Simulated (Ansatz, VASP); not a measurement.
## TiRh in VASP and in Ansatz

The input INCAR:

```
SYSTEM = TiRh
PREC     = Accurate       ! precision mode
ENCUT    = 520            ! plane-wave cutoff, eV
EDIFF    = 1E-8           ! SCF threshold, eV
ISMEAR   = -1             ! smearing method
SIGMA    = 0.05           ! smearing width, eV
LREAL    = .FALSE.        ! projectors in reciprocal space
LASPH    = .TRUE.         ! aspherical terms in the spheres
NELM     = 100            ! most SCF steps
ALGO     = Normal         ! electronic algorithm
ISIF     = 2              ! what is computed and relaxed
LWAVE    = .FALSE.        ! write WAVECAR
LCHARG   = .FALSE.        ! write CHGCAR
LEFG     = .TRUE.       
NBANDS   = 20             ! bands
```

File KPOINTS:

```
Automatic mesh
0
G
  12 12 11
  0 0 0
```

File POSCAR:

```
TiRh
1.0
    2.8410417492      0.0000000000      0.0000000000
    0.0000000000      2.8410417492      0.0000000000
    0.0000000000      0.0000000000      3.3349802880
Ti Rh
1 1
Direct
    0.5000000000      0.5000000000      0.5000000000
    0.0000000000      0.0000000000      0.0000000000
```

Input for Ansatz:

```yaml
crystal:
  lattice:
    - [2.8410417492, 0.0, 0.0]
    - [0.0, 2.8410417492, 0.0]
    - [0.0, 0.0, 3.334980288]
  atoms:
    - { symbol: Ti, position: [0.5, 0.5, 0.5] }
    - { symbol: Rh, position: [0.0, 0.0, 0.0] }
kpoints:
  mp_grid: { grid: [12, 12, 11] }
  band_path:
    path:
      - [0.0, 0.0, 0.0]
      - [0.0, 0.5, 0.0]
      - [0.5, 0.5, 0.0]
      - [0.0, 0.0, 0.0]
      - [0.0, 0.0, 0.5]
      - [0.0, 0.5, 0.5]
      - [0.5, 0.5, 0.5]
      - [0.0, 0.0, 0.5]
      - [0.0, 0.5, 0.0]
    npoints: 6
scf:
  occupations: { method: fermi_dirac, width: 0.05 }
hamiltonian:
  xc: lda
  pseudopotentials: { kind: paw }
output:
  forces: true
  stress: true
  eigenvalues: true
  efg: { contact_densities: true }
  populations: true
```

Change from the starting cell: volume scaled by 0.9, PAW files.

Alike in both runs: task electric field gradients; functional LDA; k mesh 12 × 12 × 11; occupations fermi-dirac, width 0.05 eV; no spin polarisation.

```csv
,VASP,Ansatz
version,VASP 6.6.1,Ansatz 0.2.0
potentials or method,"VASP PAW LDA potentials, release 64 (Ti_sv, Rh_pv)","PAW with Ansatz's default frozen-core files, scalar-relativistic"
plane-wave cutoff (eV),520,420
valence electrons in the cell,27,29
```

|  | VASP | Ansatz | Ansatz less VASP |
| --- | --- | --- | --- |
| pressure (GPa) | 11.3 | 10.7 | -0.53 |
| Vzz of the field gradient on the site that differs most (V/Å²) | 54.3 | 44.4 | -9.88 |

The two sets of potentials don't hold the same shells in valence. Ansatz warned: «gradients_without_spin_orbit».
